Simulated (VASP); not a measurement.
```
PbGe3Se4
1.0
    4.29925     0.00000    -0.01828
    0.00000     3.95375     0.00000
   -0.05642     0.00000    11.06682
Ge Pb Se
3 1 4
Direct
  0.12682   0.00000   0.88757
  0.61198   0.50000   0.63427
  0.87983   0.50000   0.11305
  0.42768   0.00000   0.39290
  0.48670   0.00000   0.12615
  0.99809   0.00000   0.64989
  0.51154   0.50000   0.85619
  0.95737   0.50000   0.33988
```

These are PBEsol GGA, VASP's PBE PAW potentials (set 64) (plane waves; VASP) values and carry that method's errors. Run with 400 eV cut-off, 6×6×3 Γ-centred mesh, tetrahedra with Blöchl corrections, potentials Ge_d Pb_d Se.

Without a dispersion term in the relaxation, distances and binding between the weakly bound layers, chains or molecules are unreliable, and so is what depends on them.

Task: Which forces act on the atoms, in eV/Å?

Result: 
| atom | Fx | Fy | Fz |
|---|---|---|---|
| Ge1 | -0.015 | 0.000 | 0.031 |
| Ge2 | -0.033 | 0.000 | -0.043 |
| Ge3 | 0.021 | 0.000 | -0.020 |
| Pb4 | -0.009 | 0.000 | -0.012 |
| Se5 | -0.026 | 0.000 | 0.030 |
| Se6 | 0.055 | 0.000 | -0.012 |
| Se7 | 0.016 | 0.000 | 0.024 |
| Se8 | -0.010 | 0.000 | 0.001 |

Task: Give the stress tensor in GPa (positive for a compressed cell).

Result: 
```
 0.12   0.00   0.06
 0.00  -0.03   0.00
 0.06   0.00  -0.17
```
The pressure is its mean diagonal, -0.03 GPa.

The structure comes from a computed database's Ge3PbSe4 entry (Pm); how it stands against other phases isn't given here. It was relaxed first, which changed the volume by -11 %.
